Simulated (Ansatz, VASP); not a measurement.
# Mg35Ti in two plane-wave programs

One calculation is typed for both programs; each brings its own data sets and cutoff. How far apart do they land? The structure shown is the end of the VASP relaxation below.

Main program and level: Ansatz 0.2.0; plane waves, with VASP 6.6.1 beside it; single point at PBEsol.

### 1. The starting structure

The cell holds 36 atoms: 1 Ti and 35 Mg. Its edges and angles: a = 9.551 Å, b = 9.551 Å, c = 10.221 Å, α = 90.0°, β = 90.0°, γ = 120.0°. It derives from Mg. Nearest the centre at fractional (0.000, 0.000, 0.000): Ti1 at 0.00 Å, Mg20 at 3.08 Å, Mg36 at 3.08 Å, Mg19 at 3.08 Å, Mg35 at 3.08 Å, Mg24 at 3.08 Å, Mg23 at 3.08 Å, Mg5 at 3.13 Å.

### 2. VASP: relaxation, PBEsol

This run makes the geometry at which the two programs are then compared.

Lines of VASP's logs that name or quote its potential files are left out, and so is its time.

Input file INCAR:

```
SYSTEM = Mg35Ti
PREC = Normal
ENCUT = 300
EDIFF = 1E-05
NELM = 120
ISMEAR = 1
SIGMA = 0.2
LREAL = Auto
ALGO = Fast
GGA = PS
ISPIN = 2
MAGMOM = 0.6 0 0 0 0 0 0 0 0 0 0 0 0 0 0 0 0 0 0.6 0.6 0 0 0.6 0 0 0 0 0 0 0 0 0 0 0 0 0
LASPH = .TRUE.
LMAXMIX = 4
LORBIT = 11
LWAVE = .FALSE.
LCHARG = .TRUE.
KPAR = 4
IBRION = 2
NSW = 50
ISIF = 2
EDIFFG = -0.03
POTIM = 0.4
MAXMIX = 40
ISYM = 2
```

Input file POSCAR:

```
Mg35Ti
1.0
    9.5507405628      0.0000000000      0.0000000000
   -4.7753702814      8.2711839522      0.0000000000
    0.0000000000      0.0000000000     10.2209445440
Ti Mg
1 35
Direct
    0.0000000000      0.0000000000      0.0000000000
    0.0000000000      0.0000000000      0.5000000000
    0.0000000000      0.3333333300      0.0000000000
    0.0000000000      0.3333333300      0.5000000000
    0.0000000000      0.6666666700      0.0000000000
    0.0000000000      0.6666666700      0.5000000000
    0.3333333300      0.0000000000      0.0000000000
    0.3333333300      0.0000000000      0.5000000000
    0.3333333300      0.3333333300      0.0000000000
    0.3333333300      0.3333333300      0.5000000000
    0.3333333300      0.6666666700      0.0000000000
    0.3333333300      0.6666666700      0.5000000000
    0.6666666700      0.0000000000      0.0000000000
    0.6666666700      0.0000000000      0.5000000000
    0.6666666700      0.3333333300      0.0000000000
    0.6666666700      0.3333333300      0.5000000000
    0.6666666700      0.6666666700      0.0000000000
    0.6666666700      0.6666666700      0.5000000000
    0.1111111100      0.2222222200      0.2500000000
    0.1111111100      0.2222222200      0.7500000000
    0.1111111100      0.5555555600      0.2500000000
    0.1111111100      0.5555555600      0.7500000000
    0.1111111100      0.8888888900      0.2500000000
    0.1111111100      0.8888888900      0.7500000000
    0.4444444400      0.2222222200      0.2500000000
    0.4444444400      0.2222222200      0.7500000000
    0.4444444400      0.5555555600      0.2500000000
    0.4444444400      0.5555555600      0.7500000000
    0.4444444400      0.8888888900      0.2500000000
    0.4444444400      0.8888888900      0.7500000000
    0.7777777800      0.2222222200      0.2500000000
    0.7777777800      0.2222222200      0.7500000000
    0.7777777800      0.5555555600      0.2500000000
    0.7777777800      0.5555555600      0.7500000000
    0.7777777800      0.8888888900      0.2500000000
    0.7777777800      0.8888888900      0.7500000000
```

Input file KPOINTS:

```
Automatic mesh
0
Gamma
4 4 4
0 0 0
```

The projector-augmented-wave data sets are Ti and Mg (PBE family, release 64).

Run with:

```bash
$ mpirun -np 4 vasp_std
```

Numbers of over 12 decimals in the logs are rounded to 6 here.

Log:

```text
[banner, memory and clock lines left out]
running    4 mpi-ranks, on    1 nodes
[...]
|                                                                             |
|               ----> ADVICE to this user running VASP <----                  |
|                                                                             |
|     You enforced a specific xc type in the INCAR file but a different       |
|     [... a line on the potential file left out ...]
|     I HOPE YOU KNOW WHAT YOU ARE DOING!                                     |
|                                                                             |

 LDA part: xc-table for (Slater+PW92), standard interpolation
 POSCAR, INCAR and KPOINTS ok, starting setup
[...]
entering main loop
       N       E                     dE             d eps       ncg     rms          rms(c)
DAV:   1     0.500433940187E+02    0.50043E+02   -0.15501E+04  8208   0.612E+02
DAV:   2    -0.624311933859E+02   -0.11247E+03   -0.10444E+03  9415   0.886E+01
DAV:   3    -0.696812002848E+02   -0.72500E+01   -0.68075E+01 10608   0.192E+01
DAV:   4    -0.698577942087E+02   -0.17659E+00   -0.17503E+00 10024   0.329E+00
[...]
RMM:  18    -0.676185348986E+02   -0.63135E-04   -0.54458E-04  8404   0.452E-02    0.460E-02
RMM:  19    -0.676185048040E+02    0.30095E-04   -0.82406E-05  7249   0.235E-02    0.959E-03
RMM:  20    -0.676185042007E+02    0.60323E-06   -0.25799E-05  5705   0.878E-03
   1 F= -.67618504E+02 E0= -.67619472E+02  d E =-.676185E+02  mag=     0.0003
[... from here on, the cycles between the ionic steps are left out ...]
   2 F= -.67643185E+02 E0= -.67643935E+02  d E =-.246807E-01  mag=     0.0011
   3 F= -.67691294E+02 E0= -.67691429E+02  d E =-.727895E-01  mag=     0.0040
   4 F= -.67667081E+02 E0= -.67665763E+02  d E =-.485764E-01  mag=    -0.0052
   5 F= -.67701360E+02 E0= -.67700981E+02  d E =-.828562E-01  mag=     0.0006
   6 F= -.67701345E+02 E0= -.67700972E+02  d E =-.828407E-01  mag=     0.0011
   7 F= -.67702670E+02 E0= -.67702285E+02  d E =-.132558E-02  mag=     0.0095
   8 F= -.67703991E+02 E0= -.67703355E+02  d E =-.264660E-02  mag=     0.0045
[...]
reached required accuracy - stopping structural energy minimisation
```

OUTCAR, selected parts (step 2):

```text
  Total       -1.7360100     -1.7351611     -2.0656453      0.0006837      0.0000047     -0.0000061
  in kB       -3.4448241     -3.4431396     -4.0989307      0.0013567      0.0000094     -0.0000120
  external PRESSURE =      -3.6622982 kB  Pullay stress =       0.0000000 kB

 POSITION                                       TOTAL-FORCE (eV/Angst)
 -----------------------------------------------------------------------------------
      9.55074      0.00000     10.22094         0.000005      0.000000      0.000000
     -4.77537      8.27118      5.11047         0.000001      0.000001      0.000001
     -1.55560      2.71914      0.00000        -0.007067      0.006483     -0.000006
     -1.58406      2.74836      5.11047         0.004099     -0.000836      0.000005
     -3.19832      5.56443      0.00000         0.002080     -0.009365     -0.000003
     -3.18725      5.52517      5.11047         0.001335      0.003979      0.000002
     -1.64273      8.25879      0.00000         0.009148      0.002882     -0.000003
     -1.60319      8.26884      5.11047        -0.002780     -0.003146      0.000004
      1.55560      2.71914      0.00000         0.007072      0.006482     -0.000006
      1.58406      2.74836      5.11047        -0.004107     -0.000849      0.000006
     -0.00000      5.51413      0.00000         0.000006     -0.000002     -0.000007
     -0.00000      5.51412      5.11047        -0.000003      0.000001      0.000004
      1.64273      8.25880      0.00000        -0.009145      0.002878     -0.000006
      1.60319      8.26884      5.11047         0.002773     -0.003132      0.000005
[...]
-----------------------------------------------------------------------------------
    total drift:                               -0.000000      0.000007      0.000000

  FREE ENERGIE OF THE ION-ELECTRON SYSTEM (eV)
  ---------------------------------------------------
  free  energy   TOTEN  =       -67.7039914554 eV

  energy  without entropy=      -67.7020810750  energy(sigma->0) =      -67.70335466

 reached required accuracy - stopping structural energy minimisation

 magnetization (x)
# of ion       s       p       d       tot
------------------------------------------
    1        0.000   0.000   0.004   0.005
    2        0.000   0.000  -0.000   0.000
    3       -0.000  -0.000   0.000  -0.000
    4       -0.000  -0.000   0.000  -0.000
    5       -0.000  -0.000   0.000  -0.000
    6       -0.000  -0.000   0.000  -0.000
    7       -0.000  -0.000   0.000  -0.000
    8       -0.000  -0.000   0.000  -0.000
    9       -0.000  -0.000   0.000  -0.000
   10       -0.000  -0.000   0.000  -0.000
   11       -0.000   0.000  -0.000   0.000
   12        0.000  -0.000  -0.000  -0.000
   13       -0.000  -0.000   0.000  -0.000
[...]
--------------------------------------------------
tot          0.000   0.000   0.004   0.005

[... 1 further part left out ...]
```

The data set Ti keeps the semicore shell frozen, which is cheaper and a little less accurate.

(Continued in part 2 of 2.)

[Lines on the potential files, build, host, timing and source positions are cut from VASP's logs without a mark.]

[Logs are printed without paths, hosts, clocks, repeated set-up lines and the standing remarks that a program may print on its own settings, such as how far it seeks lower states.]

[Hosts, paths, dates, database ids (printed as entryN), source tags and the programs' standing remarks are cut or masked in the printed files.]
